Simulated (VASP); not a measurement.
# BaMg6Cu (Amm2) in VASP: a series of runs, part 2 of 2

VASP 6.6.1. Earlier steps stand in the parts before.

### 3 Band structure, LDA (volume scaled by 1.25)

POSCAR

```
BaMg6Cu
1.0
    5.3746251325      0.0000000000      0.0000000000
    0.0000000000      3.2765256780      7.5506381018
    0.0000000000     -3.2765256780      7.5506381018
Ba Cu Mg
1 1 6
Direct
    0.5000000000      0.7065930000      0.7065930000
    0.5000000000      0.0978470000      0.0978470000
    0.0000000000      0.8737060000      0.8737060000
    0.0000000000      0.2897490000      0.2897490000
    0.0000000000      0.3144170000      0.8329410000
    0.0000000000      0.8329410000      0.3144170000
    0.5000000000      0.1990300000      0.6857140000
    0.5000000000      0.6857140000      0.1990300000
```

INCAR.step1

```
SYSTEM = BaMg6Cu
PREC     = Accurate       ! precision mode
ENCUT    = 520            ! plane-wave cutoff, eV
EDIFF    = 1E-4           ! SCF threshold, eV
ISMEAR   = -1             ! smearing method
SIGMA    = 0.02           ! smearing width, eV
LREAL    = .False.        ! projectors in reciprocal space
LASPH    = .True.         ! aspherical terms in the spheres
NELM     = 60             ! most SCF steps
ALGO     = Fast           ! electronic algorithm
ISIF     = 2              ! what is computed and relaxed
LWAVE    = .False.        ! write WAVECAR
LCHARG   = .True.         ! write CHGCAR
LMAXMIX  = 4              ! l up to which the mixer works
GGA      = CA             ! functional
NBANDS   = 26             ! bands
ISYM     = 1
```

KPOINTS.step1

```
Automatic mesh
0
Gamma
  6 5 5
  0 0 0
```

INCAR.step2

```
SYSTEM = BaMg6Cu
PREC     = Accurate       ! precision mode
ENCUT    = 520            ! plane-wave cutoff, eV
EDIFF    = 1E-4           ! SCF threshold, eV
ISMEAR   = 0              ! smearing method
SIGMA    = 0.05           ! smearing width, eV
LREAL    = .False.        ! projectors in reciprocal space
LASPH    = .True.         ! aspherical terms in the spheres
NELM     = 60             ! most SCF steps
ALGO     = Fast           ! electronic algorithm
ISIF     = 2              ! what is computed and relaxed
LWAVE    = .False.        ! write WAVECAR
LCHARG   = .False.        ! write CHGCAR
LMAXMIX  = 4              ! l up to which the mixer works
GGA      = CA             ! functional
NBANDS   = 26             ! bands
ISYM     = 1            
ICHARG   = 11             ! starting density
```

KPOINTS.step2

```
path GXSRAZGYX1A1TY,ZT
15
line-mode
reciprocal
 0.0000000000  0.0000000000  0.0000000000  G
 0.0000000000  0.2970760321 -0.2970760321  X

 0.0000000000  0.2970760321 -0.2970760321  X
 0.0000000000  0.0000000000 -0.5000000000  S

 0.0000000000  0.0000000000 -0.5000000000  S
-0.5000000000  0.0000000000 -0.5000000000  R

-0.5000000000  0.0000000000 -0.5000000000  R
-0.5000000000  0.2970760321 -0.2970760321  A

-0.5000000000  0.2970760321 -0.2970760321  A
-0.5000000000  0.0000000000  0.0000000000  Z

-0.5000000000  0.0000000000  0.0000000000  Z
 0.0000000000  0.0000000000  0.0000000000  G

 0.0000000000  0.0000000000  0.0000000000  G
 0.0000000000 -0.5000000000 -0.5000000000  Y

 0.0000000000 -0.5000000000 -0.5000000000  Y
 0.0000000000 -0.2970760321 -0.7029239679  X1

 0.0000000000 -0.2970760321 -0.7029239679  X1
-0.5000000000 -0.2970760321 -0.7029239679  A1

-0.5000000000 -0.2970760321 -0.7029239679  A1
-0.5000000000 -0.5000000000 -0.5000000000  T

-0.5000000000 -0.5000000000 -0.5000000000  T
 0.0000000000 -0.5000000000 -0.5000000000  Y

-0.5000000000  0.0000000000  0.0000000000  Z
-0.5000000000 -0.5000000000 -0.5000000000  T
```

Potentials or basis: VASP PAW LDA potentials, release 64 (Ba_sv, Cu, Mg).

Started as:

```sh
cat potpaw_LDA.64/Ba_sv/POTCAR potpaw_LDA.64/Cu/POTCAR potpaw_LDA.64/Mg/POTCAR > POTCAR
cp INCAR.step1 INCAR
cp KPOINTS.step1 KPOINTS
mpirun -np 1 vasp_std > vasp.out
cp INCAR.step2 INCAR
cp KPOINTS.step2 KPOINTS
mpirun -np 1 vasp_std > vasp.out
```

OUTCAR:

```text
SYSTEM = BaMg6Cu
   PREC = Accurate
   ENCUT = 520
   EDIFF = 1E-4
   ISMEAR = 0
   LREAL = .False.
   LASPH = .True.
   NELM = 60
   ISIF = 2
   GGA = CA
   ISYM = 1
   ICHARG = 11

 ion  position               nearest neighbor table
   1  0.500  0.707  0.707-   2 3.67   2 3.67   3 3.69   3 3.69   6 3.76   5 3.76   5 3.76   6 3.76
                             8 3.94   7 3.94
   2  0.500  0.098  0.098-   7 2.89   8 2.89   5 3.14   6 3.14   5 3.14   6 3.14   1 3.67   1 3.67

   3  0.000  0.874  0.874-   7 3.34   8 3.34   7 3.34   8 3.34   5 3.41   6 3.41   4 3.51   4 3.51
                             1 3.69   1 3.69
   4  0.000  0.290  0.290-   3 3.51   3 3.51   5 3.62   6 3.62
   5  0.000  0.314  0.833-   2 3.14   2 3.14   6 3.16   7 3.34   7 3.34   6 3.40   3 3.41   4 3.62
                             1 3.76   1 3.76
   6  0.000  0.833  0.314-   2 3.14   2 3.14   5 3.16   8 3.34   8 3.34   5 3.40   3 3.41   4 3.62
                             1 3.76   1 3.76
   7  0.500  0.199  0.686-   2 2.89   8 3.19   3 3.34   3 3.34   5 3.34   5 3.34   8 3.36   1 3.94

   8  0.500  0.686  0.199-   2 2.89   7 3.19   3 3.34   3 3.34   6 3.34   6 3.34   7 3.36   1 3.94

  LATTYP: Found a base centered orthorhombic cell.
 ALAT       =     6.5530513560
 B/A-ratio  =     2.3044648032
 C/A-ratio  =     0.8201713737

  Lattice vectors:

 A1 = (   0.0000000000,   3.2765256780,  -7.5506381018)
 A2 = (   0.0000000000,   3.2765256780,   7.5506381018)
 A3 = (   5.3746251325,   0.0000000000,   0.0000000000)

Analysis of symmetry for initial positions (statically):
=====================================================================
 Subroutine PRICEL returns:
 Original cell was already a primitive cell.

 Routine SETGRP: Setting up the symmetry group for a
 base centered orthorhombic supercell.

 Subroutine GETGRP returns: Found  4 space group operations
 (whereof  4 operations were pure point group operations)
 out of a pool of  8 trial point group operations.

The static configuration has the point symmetry C_2v.

Analysis of symmetry for dynamics (positions and initial velocities):
=====================================================================
 Subroutine PRICEL returns:
 Original cell was already a primitive cell.

 Routine SETGRP: Setting up the symmetry group for a
 base centered orthorhombic supercell.

 Subroutine GETGRP returns: Found  4 space group operations
 (whereof  4 operations were pure point group operations)
 out of a pool of  8 trial point group operations.

The dynamic configuration has the point symmetry C_2v.

 Subroutine INISYM returns: Found  4 space group operations
 (whereof  4 operations are pure point group operations),
 and found     1 'primitive' translations

----------------------------------------------------------------------------------------

                                     Primitive cell

  volume of cell :     265.9349

  direct lattice vectors                    reciprocal lattice vectors
     5.374625133  0.000000000  0.000000000     0.186059488  0.000000000  0.000000000
     0.000000000  3.276525678  7.550638102     0.000000000  0.152600666  0.066219569
     0.000000000 -3.276525678  7.550638102     0.000000000 -0.152600666  0.066219569

[... 70 lines left out ...]
  0.000000  0.148538 -0.398538      0.005556
  0.000000  0.127318 -0.413033      0.005556
 [... further k-points ...]
   k-points           NKPTS =    180   k-points in BZ     NKDIM =    180   number of bands    NBANDS=     26
   number of dos      NEDOS =    301   number of ions     NIONS =      8
   total plane-waves  NPLWV = 163840
   dimension x,y,z NGX =    40 NGY =   64 NGZ =   64
   dimension x,y,z NGXF=    80 NGYF=  128 NGZF=  128
   ions per type =               1   1   6
   NGX,Y,Z   is equivalent  to a cutoff of  12.37, 12.93, 12.93 a.u.
   NGXF,Y,Z  is equivalent  to a cutoff of  24.75, 25.85, 25.85 a.u.
 SYSTEM =  BaMg6Cu
   PREC   = accura    normal or accurate (medium, high low for compatibility)
   ISTART =      0    job   : 0-new  1-cont  2-samecut
   ICHARG =     11    charge: 1-file 2-atom 10-const
   ISPIN  =      1    spin polarized calculation?
   LNONCOLLINEAR =      F non collinear calculations
   LSORBIT =      F    spin-orbit coupling
   LASPH  =      T    aspherical Exc in radial PAW
   ENCUT  =  520.0 eV  38.22 Ry    6.18 a.u.   9.99 15.30 15.30*2*pi/ulx,y,z
   NELM   =     60;   NELMIN=  2; NELMDL=  0     # of ELM steps
   EDIFF  = 0.1E-03   stopping-criterion for ELM
   LREAL  =      F    real-space projection
   EDIFFG = 0.1E-02   stopping-criterion for IOM
   NSW    =      0    number of steps for IOM
   IBRION =     -1    ionic relax: 0-MD 1-quasi-New 2-CG
   NFREE  =      0    steps in history (QN), initial steepest desc. (CG)
   ISIF   =      2    stress and relaxation
   ISYM   =      1    0-nonsym 1-usesym 2-fastsym
   POTIM  = 0.5000    time-step for ionic-motion
   TEBEG  =    0.0;   TEEND  =   0.0 temperature during run
   PSTRESS=    0.0 pullay stress
   NELECT =      33.0000    total number of electrons
   NUPDOWN=      -1.0000    fix difference up-down
   EMIN   =  10.00;   EMAX   =-10.00  energy-range for DOS
   EFERMI =   0.00;   METHOD = LEGACY
   ISMEAR =     0;   SIGMA  =   0.05  broadening in eV -4-tet -1-fermi 0-gaus
   EFERMI_NEDOS =   21; number of points for ismear=-14 and -15
   IALGO  =     68    algorithm
   IMIX   =      4    mixing-type and parameters
     AMIX     =   0.40;   BMIX     =  1.00
     AMIX_MAG =   1.60;   BMIX_MAG =  1.00
  volume/ion in A,a.u.               =      33.24       224.33
  Fermi-wavevector in a.u.,A,eV,Ry     =   0.816559  1.543073  9.071942  0.666769
  Thomas-Fermi vector in A             =   1.926849
   LORBIT       =      0    0 simple, 1 ext, 2 COOP (PROOUT), +10 PAW based schemes
   GGA     = CA    functional components
   LHFCALC =     F    Hartree Fock is set to
   AEXX    =    0.0000 exact exchange contribution
   IVDW    =     0    specifies the selected vdW correction
   LEPSILON=     F    determine dielectric tensor
   LRPA    =     F    only Hartree local field effects (RPA)
 non-spin polarized calculation
 RMM-DIIS sequential band-by-band and
 Gauss-broadening in eV      SIGMA  =   0.05
  energy-cutoff  :      520.00
  volume of cell :      265.93
 maximum number of plane-waves:      7206
 NGX is ok and might be reduce to    40

 number of electron      33.0000002 magnetization

 Free energy of the ion-electron system (eV)
  ---------------------------------------------------
  ext. energy  EPLUGINS =         0.00000000
  ---------------------------------------------------
  free energy    TOTEN  =       -15.34381085 eV

  energy without entropy =      -15.33546386  energy(sigma->0) =      -15.33963736

 E-fermi :   1.1704     XC(G=0):  -7.9088

 val. band max:        1.1675052285   @ k =   0.0000  -0.3985  -0.6015
 cond. band min:       1.1708596357   @ k =   0.0000   0.2759  -0.2759
 fundamental gap:      0.0033544072
 Fermi energy:         1.1703777804

 k-point     1 :       0.0000    0.0000    0.0000
  band No.  band energies     occupation
      1     -27.1490      2.00000
      2     -12.3827      2.00000
      3     -12.3604      2.00000
      4     -12.3565      2.00000
      5      -4.2714      2.00000
      6      -1.8220      2.00000
[... 685 lines left out ...]
     25       3.9214      0.00000
     26       4.1513      0.00000

 [... further k-points ...]

------------------------ aborting loop because EDIFF is reached ----------------------------------------

  FORCE on cell =-STRESS in cart. coord.  units (eV):
  Direction    XX          YY          ZZ          XY          YZ          ZX
  --------------------------------------------------------------------------------------
  -------------------------------------------------------------------------------------
  Total      -11.7235467     -9.3135688    -11.1387434      0.0000000      0.0000000      0.0000000
  in kB      -70.6308112    -56.1114256    -67.1075486      0.0000000      0.0000000      0.0000000
  external PRESSURE =     -64.6165951 kB  Pullay stress =       0.0000000 kB

 VOLUME and BASIS-vectors are now :
 -----------------------------------------------------------------------------
  energy-cutoff  :      520.00
  volume of cell :      265.93
      direct lattice vectors                 reciprocal lattice vectors
     5.374625133  0.000000000  0.000000000     0.186059488  0.000000000  0.000000000
     0.000000000  3.276525678  7.550638102     0.000000000  0.152600666  0.066219569
     0.000000000 -3.276525678  7.550638102     0.000000000 -0.152600666  0.066219569

 POSITION                                       TOTAL-FORCE (eV/Angst)
 -----------------------------------------------------------------------------------
      2.68731      0.00000     10.67046         0.000000      0.000000     -0.242445
      2.68731      0.00000      1.47761         0.000000      0.000000     -0.578372
      0.00000      0.00000     13.19408         0.000000      0.000000      0.195983
      0.00000      0.00000      4.37558         0.000000      0.000000      0.008899
      0.00000     -1.69896      8.66329         0.000000     -0.071788     -0.000165
      0.00000      1.69896      8.66329         0.000000      0.071788     -0.000165
      2.68731     -1.59463      6.68038         0.000000     -0.206111      0.308133
      2.68731      1.59463      6.68038         0.000000      0.206111      0.308133
 -----------------------------------------------------------------------------------
    total drift:                                0.000000      0.000000     -0.029723

  FREE ENERGIE OF THE ION-ELECTRON SYSTEM (eV)
  ---------------------------------------------------
  free  energy   TOTEN  =       -15.3438108536 eV

  energy  without entropy=      -15.3354638642  energy(sigma->0) =      -15.33963736
```

Run time: 15 min. Hardware: 1 thread of Intel Xeon 6975P-C (Granite Rapids), shared host; peak memory 1.3 GiB.

These settings aren't checked as converged: the numbers below hold their error.

Results:

```
Band gap along the path : none (metal or under the smearing width)
```

Caveat: the log is that of the step along the path at fixed density, whose energy, stress, charges and moments have no meaning; spin-orbit coupling is left out, which moves the levels of the heavy elements.
